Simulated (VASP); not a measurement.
OSZICAR of a VASP run on Hf (hcp):

**OSZICAR**
```
       N       E                     dE             d eps       ncg     rms          rms(c)
DAV:   1     0.456210134809E+02    0.45621E+02   -0.11232E+04  2676   0.127E+03
DAV:   2    -0.185831916611E+02   -0.64204E+02   -0.62897E+02  3296   0.260E+02
DAV:   3    -0.205533478995E+02   -0.19702E+01   -0.19268E+01  3670   0.304E+01
DAV:   4    -0.205716458916E+02   -0.18298E-01   -0.18284E-01  3056   0.368E+00
DAV:   5    -0.205719611356E+02   -0.31524E-03   -0.31523E-03  3802   0.380E-01    0.630E+01
DAV:   6    -0.200124122541E+02    0.55955E+00   -0.55735E-01  2798   0.566E+00    0.373E+01
DAV:   7    -0.198203405612E+02    0.19207E+00   -0.93780E-01  2824   0.701E+00    0.199E+00
DAV:   8    -0.198090341578E+02    0.11306E-01   -0.62793E-02  2900   0.190E+00    0.385E-01
DAV:   9    -0.198091508666E+02   -0.11671E-03   -0.12864E-03  3662   0.296E-01    0.219E-01
DAV:  10    -0.198091332235E+02    0.17643E-04   -0.39519E-05  3096   0.509E-02    0.171E-01
DAV:  11    -0.198091379228E+02   -0.46993E-05   -0.63870E-06  3410   0.218E-02    0.224E-02
DAV:  12    -0.198091381507E+02   -0.22788E-06   -0.10424E-06  3064   0.759E-03    0.342E-03
DAV:  13    -0.198091381441E+02    0.66152E-08   -0.26966E-08  2254   0.163E-03
   1 F= -.19809138E+02 E0= -.19809269E+02  d E =0.392809E-03
```

Q: Which electronic solver shows in the log?

A: It is blocked Davidson (ALGO = Normal, or the opening steps of other solvers). The INCAR had ALGO = Normal.

Q: Can the final energy be trusted as converged?

A: The run converged. It stopped with EDIFF = 1E-7, NELM = 100 (PBE GGA, plane waves, VASP's PBE PAW potentials (set 64)).

The compound is Hf in the hcp structure. This cell was strained or had an atom moved on purpose.
